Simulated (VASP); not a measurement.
Here is the system:

```
Mg3Pr
1.0
    0.00000     3.71002     3.71002
    3.71002     0.00000     3.71002
    3.71002     3.71002     0.00000
Pr Mg
1 3
Direct
  0.00000   0.00000   0.00000
  0.50000   0.50000   0.50000
  0.75000   0.75000   0.75000
  0.25000   0.25000   0.25000
```

Method: r2SCAN meta-GGA, VASP's PBE PAW potentials (set 64) (plane waves; VASP). Settings: 480 eV cut-off, 8×8×8 Γ-centred mesh, first-order Methfessel-Paxton smearing of 0.10 eV, potentials Pr_3 Mg.

The 4f electrons are frozen in the core of the lanthanide potential, so 4f levels, which can set the real gap, and their magnetism are missing. Energy and stress use the plane-wave basis of the starting cell.

### Question
The ions, cell shape and volume at an external pressure of 10.0 GPa are relaxed. What does this cell relax into?

### Answer

```
Mg3Pr
1.0
    0.00000     3.49529     3.49529
    3.49529     0.00000     3.49529
    3.49529     3.49529     0.00000
Pr Mg
1 3
Cartesian
  0.00000   0.00000   0.00000
  3.49529   3.49529   3.49529
  5.24294   5.24294   5.24294
  1.74765   1.74765   1.74765
```
Space group Fm-3m (225), at a tolerance of 0.03 Å.

### Question
How do energy and volume change from the first to the last step?

### Answer
The energy (σ→0) changes by +115.2 meV/atom and the volume by -16.4 %, in 3 ionic steps.

```tsv
step	E(σ→0) (eV)	max force (eV/Å)	pressure (GPa)	volume (Å³)
1	-42.4152	0.000	0.07	102.13
2	-41.5766	0.000	14.86	80.49
3	-41.9545	0.000	10.03	85.40
```

The structure comes from a computed database's PrMg3 entry (Fm-3m); how it stands against other phases isn't given here. This run relaxes it under an external pressure of 10 GPa. Symmetry was kept, so distortions that lower it aren't found. The electron count is odd and the run is not spin-polarised, which forces a metal.
